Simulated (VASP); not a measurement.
Method: PBEsol GGA, VASP's PBE PAW potentials (set 64) (plane waves; VASP). Each cell was relaxed at this level.

Which of these has an unstable (imaginary) mode at Γ?
(A) NaH, Fm-3m (225)
(B) KCaF3, Pm-3m (221)
(C) Pb2SeS, P4/mmm (123)
(D) Mg2Si, Fm-3m (225)

B, KCaF3, Pm-3m (221). Its optical Γ-point modes are 50i (×3), 50 (×3), 181 (×3), 427 (×3) cm⁻¹.
